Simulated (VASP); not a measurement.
Crystal: Rh.

```
Rh
1.0
     0.00000    1.89000    1.89000
     1.89000    0.00000    1.89000
     1.89000    1.89000    0.00000
Rh
1
Direct
  0.00000 0.00000 0.00000
```

The cell was built by a generator and needn't be a form met in nature.

* Program: VASP 6.6.1
* Task: relaxation of cell and atoms
* Functional: PBE
* Potentials or basis: VASP PAW PBE potentials, release 64 (Rh_pv)
* Cutoff: 700 eV
* k mesh: 18 × 18 × 18
* Occupations: methfessel-paxton, width 0.1 eV
* Spin: no spin polarisation

At the start: pressure 11.2 GPa; volume 13.50 Å³/atom.

Q: Where does the relaxation end?

A: Over 4 steps the energy falls by 18.2 meV/atom and the volume is 14.04 Å³/atom (+4.0 %); space group Fm-3m (No. 225, to 0.05 Å).

Step by step:
| step | energy change (eV) | largest force (eV/Å) | pressure (GPa) | volume (Å³) |
| --- | --- | --- | --- | --- |
| 1 | 0.0000 | 0.0000 | 11.25 | 13.50 |
| 2 | 0.0739 | 0.0000 | -19.13 | 15.44 |
| 3 | -0.0182 | 0.0000 | -0.36 | 14.06 |
| 4 | -0.0182 | 0.0000 | -0.02 | 14.04 |

Final structure:
```cif
data_structure
_symmetry_space_group_name_H-M 'P 1'
_symmetry_Int_Tables_number 1
_cell_length_a 2.7082
_cell_length_b 2.7082
_cell_length_c 2.7082
_cell_angle_alpha 60.000
_cell_angle_beta 60.000
_cell_angle_gamma 60.000
_cell_volume 14.04
loop_
_atom_site_label
_atom_site_type_symbol
_atom_site_fract_x
_atom_site_fract_y
_atom_site_fract_z
_atom_site_occupancy
Rh1 Rh 0.00000 0.00000 0.00000 1
```
